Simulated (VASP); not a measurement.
Consider the following.

```xyz
4
Lattice="-2.0405 2.9061 3.4304 2.0405 -2.9061 3.4304 2.0405 2.9061 -3.4304" Properties=species:S:1:pos:R:3 pbc="T T T"
Rb     0.0000     0.0000     1.7481
Rb     0.0000     0.0000     5.1127
O      0.0000     3.6479     0.0000
O      0.0000     2.1643     0.0000
```

Level of theory: LDA (Ceperley-Alder, Perdew-Zunger), VASP's LDA PAW potentials (set 64) (plane waves; VASP 6.6.1). Settings: 520 eV cut-off, 7×7×7 Γ-centred mesh, tetrahedra with Blöchl corrections, potentials Rb_sv O.

The cores are frozen, which limits the accuracy of field gradients.

Give the principal components of the electric field gradient (V/Å²) and the asymmetry η at each nucleus.

```json
[
 {"atom": "Rb1", "Vxx": "18.5", "Vyy": "1.1", "Vzz": "-19.5", "η": "0.89"},
 {"atom": "Rb2", "Vxx": "18.5", "Vyy": "1.1", "Vzz": "-19.5", "η": "0.89"},
 {"atom": "O3", "Vxx": "-154.5", "Vyy": "-135.0", "Vzz": "289.5", "η": "0.07"},
 {"atom": "O4", "Vxx": "-154.5", "Vyy": "-135.0", "Vzz": "289.5", "η": "0.07"}
]
```

The structure comes from a computed database's Rb2O2 entry (Immm); how it stands against other phases isn't given here. It was relaxed first, which changed the volume by -8 %.
